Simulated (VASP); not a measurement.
Data:

```
CELL_PARAMETERS angstrom
     -1.41199     1.41199     1.41199
      1.41199    -1.41199     1.41199
      1.41199     1.41199    -1.41199
ATOMIC_POSITIONS crystal
  Fe 0.00000 0.00000 0.00000
```
Starting moments (μB, in the order of the record's atoms Fe): 2.1.

Computed with revTPSS meta-GGA, VASP's PBE PAW potentials (set 64) (plane waves; VASP 6.6.1). Numerical set-up: 520 eV cut-off, 18×18×18 Γ-centred mesh, first-order Methfessel-Paxton smearing of 0.10 eV, potentials Fe.

Problem. Predict the cell moment, energy per atom (σ→0), pressure, band gap (on the k-mesh) with the smallest direct gap where there is one.

Solution. 
```
Quantity                                                    Result
------------------------  ----------------------------------------
band gap (on the k-mesh)  none (metal, semimetal or under 0.01 eV)
cell moment                                                2.18 μB
energy per atom (σ→0)                               -5.826 eV/atom
pressure                                                 -7.17 GPa
```

Problem. Give the moment on each site (PAW-sphere projection).

Solution. 
| site | moment (μB) |
|---|---|
| Fe1 | 2.15 |

Only differences to runs with the same potentials and settings are physical.

The compound is Fe in the bcc structure. This cell is one point of a volume scan, at 1.03 of the reference volume.
